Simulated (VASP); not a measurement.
Calculation: PBE GGA, VASP's PBE PAW potentials (set 64) (plane waves; VASP 6.6.1).

The input files of a VASP run:

**KPOINTS**
```
k-points along high-symmetry lines
10
Line-mode
Reciprocal
  0.000000   0.000000   0.000000 ! GAMMA
  0.000000   0.500000   0.000000 ! M

  0.000000   0.500000   0.000000 ! M
 -0.333333   0.666667   0.000000 ! K

 -0.333333   0.666667   0.000000 ! K
  0.000000   0.000000   0.000000 ! GAMMA

  0.000000   0.000000   0.000000 ! GAMMA
  0.000000   0.000000   0.500000 ! A

  0.000000   0.000000   0.500000 ! A
  0.000000   0.500000   0.500000 ! L

  0.000000   0.500000   0.500000 ! L
 -0.333333   0.666667   0.500000 ! H

 -0.333333   0.666667   0.500000 ! H
  0.000000   0.000000   0.500000 ! A

  0.000000   0.500000   0.500000 ! L
  0.000000   0.500000   0.000000 ! M

 -0.333333   0.666667   0.500000 ! H
 -0.333333   0.666667   0.000000 ! K
```

### INCAR
```
ALGO = Normal
EDIFF = 1E-6
ENCUT = 520
GGA = PE
ICHARG = 11
ISMEAR = 0
LASPH = .TRUE.
LCHARG = .FALSE.
LMAXMIX = 4
LREAL = .FALSE.
LWAVE = .FALSE.
NELM = 100
PREC = Accurate
SIGMA = 0.05
SYSTEM = CdSe
```

### POSCAR
```
CdSe
4.3974860
  0.5000000808  -0.8660254863   0.0000000000
  0.5000000808   0.8660254863   0.0000000000
  0.0000000000   0.0000000000   1.6279116629
Cd Se
2 2
Direct
  0.6666670000   0.3333330000   0.5001055166
  0.3333330000   0.6666670000   0.0001055166
  0.6666670000   0.3333330000   0.8758944834
  0.3333330000   0.6666670000   0.3758944834
```

POTCAR, in this order: Cd Se (PBE.64 set). Program: vasp_std. Read from the step before: CHGCAR.

Output of the run:

OSZICAR:
```
       N       E                     dE             d eps       ncg     rms          rms(c)
DAV:   1     0.238407144985E+03    0.23841E+03   -0.17281E+04  3960   0.146E+03
DAV:   2     0.240890023963E+01   -0.23600E+03   -0.23103E+03  4458   0.346E+02
DAV:   3    -0.101403717907E+02   -0.12549E+02   -0.12470E+02  4644   0.790E+01
DAV:   4    -0.102604226428E+02   -0.12005E+00   -0.11995E+00  4470   0.739E+00
DAV:   5    -0.102615829911E+02   -0.11603E-02   -0.11602E-02  4698   0.646E-01
DAV:   6    -0.102616045199E+02   -0.21529E-04   -0.21527E-04  4576   0.763E-02
DAV:   7    -0.102616050816E+02   -0.56173E-06   -0.56169E-06  4636   0.103E-02
   1 F= -.10261605E+02 E0= -.10261605E+02  d E =-.648447E-11
```

**OUTCAR**
```
 val. band max:        0.4668974786   @ k =  -0.0000   0.0000   0.0000

 cond. band min:       0.9909610564   @ k =  -0.0000   0.0000   0.0000



 k-point     1 :       0.0000    0.0000    0.0000
  band No.  band energies     occupation
      1     -11.7945      2.00000
      2     -11.4690      2.00000
      3      -7.2764      2.00000
      4      -7.2685      2.00000
      5      -7.2685      2.00000
      6      -7.2115      2.00000
      7      -7.2115      2.00000
      8      -6.9959      2.00000
      9      -6.9959      2.00000
     10      -6.9441      2.00000
     11      -6.9441      2.00000
     12      -6.7137      2.00000
     13      -3.5632      2.00000
     14      -0.2177      2.00000
     15      -0.2176      2.00000
     16       0.4312      2.00000
     17       0.4669      2.00000
     18       0.4669      2.00000
     19       0.9910      0.00000
     20       2.5876      0.00000
     21       6.3058      0.00000
     22       6.3060      0.00000

 k-point     2 :       0.0000    0.0556    0.0000
  band No.  band energies     occupation
      1     -11.7861      2.00000
      2     -11.4652      2.00000
      3      -7.2742      2.00000
      4      -7.2655      2.00000
      5      -7.2614      2.00000
      6      -7.2080      2.00000
      7      -7.2074      2.00000
      8      -6.9973      2.00000
      9      -6.9960      2.00000
     10      -6.9467      2.00000
     11      -6.9435      2.00000
     12      -6.7087      2.00000
     13      -3.5459      2.00000
     14      -0.3627      2.00000
     15      -0.2542      2.00000
     16       0.1161      2.00000
     17       0.4130      2.00000
     18       0.4467      2.00000
     19       1.3348      0.00000
     20       2.7370      0.00000
     21       6.1900      0.00000
     22       6.3521      0.00000

 k-point     3 :       0.0000    0.1111    0.0000
  band No.  band energies     occupation
      1     -11.7617      2.00000
      2     -11.4541      2.00000
...
```

The density is held fixed in this step, so its total energy and stress have no physical meaning.

The compound is CdSe in the wurtzite structure. It was relaxed first, which changed the volume by +7 %.
